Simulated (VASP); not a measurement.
A run of VASP 6.6.1 is set up as follows.

Contents of INCAR:

```
SYSTEM = Sc3Te
  PREC = Accurate
  ENCUT = 600
  EDIFF = 1E-6
  ISMEAR = 1
  SIGMA = 0.2
  LREAL = .False.
  LASPH = .True.
  NELM = 80
  ALGO = Normal
  ISIF = 3
  LWAVE = .False.
  LCHARG = .False.
  GGA = PE
  IBRION = 2
  NSW = 60
  EDIFFG = -0.005
```

Contents of KPOINTS:

```
Automatic mesh
0
Gamma
  7 7 7
  0 0 0
```

POSCAR

```
Sc3Te
1.0
    0.0000000000      3.5695000000      3.5695000000
    3.5695000000      0.0000000000      3.5695000000
    3.5695000000      3.5695000000      0.0000000000
Sc Te
3 1
Direct
    0.2500000000      0.2500000000      0.2500000000
    0.7500000000      0.7500000000      0.7500000000
    0.5000000000      0.5000000000      0.5000000000
    0.0000000000      0.0000000000      0.0000000000
```

Potentials or basis: VASP PAW PBE potentials, release 64 (Sc_sv, Te).

Command:

```sh
$ cat potpaw_PBE.64/Sc_sv/POTCAR potpaw_PBE.64/Te/POTCAR > POTCAR
$ mpirun -np 1 vasp_std > vasp.out
```

(1) What does it give for the space group after relaxing (to 0.05 Å)?

(2) Estimate the band gap on the k mesh.

(3) Predict the relaxed cell.

Results:

(1) Fm-3m (No. 225).

(2) none (metal or under the smearing width).

(3) a = 5.051 Å, b = 5.051 Å, c = 5.051 Å, α = 60.00°, β = 60.00°, γ = 60.00°.
